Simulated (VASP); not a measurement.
Here is a VASP 6.6.1 calculation.

The input INCAR:

```
PREC = Accurate
ENCUT = 520
EDIFF = 1E-6
ISMEAR = 0
SIGMA = 0.03
LREAL = F
LASPH = T
NELM = 150
ALGO = Normal
ISIF = 2
LWAVE = F
LCHARG = F
METAGGA = R2SCAN
LMIXTAU = T
NBANDS = 56
KPAR = 4
```

The input KPOINTS:

```
Automatic mesh
0
Gamma
  4 4 4
```

Contents of POSCAR:

```
BeZn2Te3
1.0
    6.3511000000     -3.6682900000      0.0000000000
    6.3511000000      3.6682900000      0.0000000000
    0.0000000000      0.0000000000      6.9681700000
Be Zn Te
2 4 6
Direct
    0.1598100000      0.8401900000      0.4983070000
    0.8401900000      0.1598100000      0.9983070000
    0.5060990000      0.1672980000      0.5013770000
    0.8327020000      0.4939010000      0.5013770000
    0.1672980000      0.5060990000      0.0013770000
    0.4939010000      0.8327020000      0.0013770000
    0.8530340000      0.1469660000      0.3553240000
    0.1657760000      0.5205300000      0.3842990000
    0.4794700000      0.8342240000      0.3842990000
    0.1469660000      0.8530340000      0.8553240000
    0.5205300000      0.1657760000      0.8842990000
    0.8342240000      0.4794700000      0.8842990000
```

Potentials or basis: VASP PAW PBE potentials, release 64 (Be, Zn, Te).

Run with:

```sh
$ cat potpaw_PBE.64/Be/POTCAR potpaw_PBE.64/Zn/POTCAR potpaw_PBE.64/Te/POTCAR > POTCAR
$ mpirun -np 4 vasp_std > vasp.out
```

(1) Predict the largest force.

(2) Estimate the pressure.

Answers

(1) 0.159 eV/Å.

(2) -1.1 GPa.

Caveat: the PAW data sets were made with another functional, which shifts forces and pressure a little.
